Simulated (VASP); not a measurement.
VASP input:

INCAR:
```
ALGO = Normal
LMAXMIX = 4
ISMEAR = -1   ! Fermi-Dirac
GGA = RE
SYSTEM = VBiO4
PREC = Accurate
LREAL = .False.   ! projection in real space or not
EDIFF = 1E-6   ! SCF stop (eV)
LASPH = .True.
SIGMA = 0.02   ! width (eV)
ENCUT = 400   ! plane-wave cut-off (eV)
ISIF = 2
LWAVE = .False.
NELM = 100
LCHARG = .False.
```

File KPOINTS:
```
Automatic mesh
0
Gamma
4 4 4
0 0 0
```

POSCAR:
```
VBiO4
1
   -2.5451760000     2.5451760000     5.7601290000
    2.5451760000    -2.5451760000     5.7601290000
    2.5451760000     2.5451760000    -5.7601290000
V Bi O
2 2 8
Direct
  0.5000000000   0.5000000000   0.0000000000
  0.2500000000   0.7500000000   0.5000000000
  0.0000000000   0.0000000000   0.0000000000
  0.7500000000   0.2500000000   0.5000000000
  0.1708500000   0.5619000000   0.8910100000
  0.3119000000   0.9208900000   0.8910500000
  0.6708900000   0.2798400000   0.1089900000
  0.0298400000   0.4208500000   0.1089500000
  0.5791500000   0.6881000000   0.6089900000
  0.4381000000   0.3291100000   0.6089500000
  0.0791100000   0.9701600000   0.3910100000
  0.7201600000   0.8291500000   0.3910500000
```

POTCAR, in this order: V_sv Bi_d O (PBE.64 set). Program: vasp_std.

Q: Translate this revPBE calculation to Ansatz.

A: One equivalent input (not run):
Ansatz 0.2 input:
```yaml
crystal:
  lattice:
    - [-2.5451760, 2.5451760, 5.7601290]
    - [2.5451760, -2.5451760, 5.7601290]
    - [2.5451760, 2.5451760, -5.7601290]
  atoms:
    - { symbol: V, position: [0.5000000, 0.5000000, 0.0000000] }
    - { symbol: V, position: [0.2500000, 0.7500000, 0.5000000] }
    - { symbol: Bi, position: [0.0000000, 0.0000000, 0.0000000] }
    - { symbol: Bi, position: [0.7500000, 0.2500000, 0.5000000] }
    - { symbol: O, position: [0.1708500, 0.5619000, 0.8910100] }
    - { symbol: O, position: [0.3119000, 0.9208900, 0.8910500] }
    - { symbol: O, position: [0.6708900, 0.2798400, 0.1089900] }
    - { symbol: O, position: [0.0298400, 0.4208500, 0.1089500] }
    - { symbol: O, position: [0.5791500, 0.6881000, 0.6089900] }
    - { symbol: O, position: [0.4381000, 0.3291100, 0.6089500] }
    - { symbol: O, position: [0.0791100, 0.9701600, 0.3910100] }
    - { symbol: O, position: [0.7201600, 0.8291500, 0.3910500] }
kpoints:
  mp_grid: { grid: [4, 4, 4] }
hamiltonian:
  xc: revpbe
  pseudopotentials: { kind: paw }
scf:
  occupations: { method: fermi_dirac, width: 0.02 }
  max_iter: 100
output: { forces: true, stress: true, eigenvalues: true }
```
What does not carry over: each code has its own PAW files, so the cut-off isn't converted (ENCUT is set for VASP's; basis.ecutwfc is left out, and Ansatz then takes the one that its files recommend); Ansatz stops its SCF on the density residual and VASP on the energy change (EDIFF).

The structure comes from a computed database's VBiO4 entry; how it stands against other phases isn't given here. The cell was not relaxed at this level. The k-mesh is coarse (spacing up to 0.44 per Å, 2π included), so the numbers may not be converged in it. The run is one of a series of settings (KPOINTS 4×4×4 Γ-centred mesh against the base run), some of them coarse on purpose.
